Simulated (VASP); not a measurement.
Runs of VASP 6.6.1 on Sb. The structure is trigonal, space group R-3m (No. 166). The conventional cell has a = 4.301 Å, b = 4.301 Å, c = 11.232 Å, α = 90.00°, β = 90.00°, γ = 120.00°. Sb (site symmetry 3m) is surrounded by 3 Sb at 2.90 Å. 

```tsv
level	potentials or basis	k mesh	cutoff (eV)	gap on the mesh (eV)	pressure (GPa)	relaxed volume (Å³/atom)
RPBE	VASP PAW PBE potentials, release 64 (Sb)	12 × 12 × 12	600	none	0.0	33.19
PBE+D3(BJ)	VASP PAW PBE potentials, release 64 (Sb)	12 × 12 × 12	600	none	0.0	29.71
PBEsol	VASP PAW PBE potentials, release 64 (Sb)	6 × 6 × 6	600	none	0.0	30.19
LDA	VASP PAW LDA potentials, release 64 (Sb)	12 × 12 × 12	600	none	0.0	(a)
PBEsol	VASP PAW PBE potentials, release 64 (Sb)	12 × 12 × 12	300	none	0.0	(b)
```

Alike in all rows: task relaxation of cell and atoms; no spin polarisation; cell relaxed; smearing gaussian 0.1 eV.

Problem. Estimate the missing entries.

Solution. (a) 29.23; (b) 29.82.

Caveats: the PAW data sets were made with another functional, which shifts forces and pressure a little (some runs); the volume moved by +11 % from the deposited cell, more than functionals usually miss (some runs); pairwise dispersion overbinds metals, which lowers pressure and volume (some runs).

A k mesh can miss the band edges, and the runs leave out spin-orbit coupling on Sb.

A gap of «none» marks a metal or a gap under the smearing width.
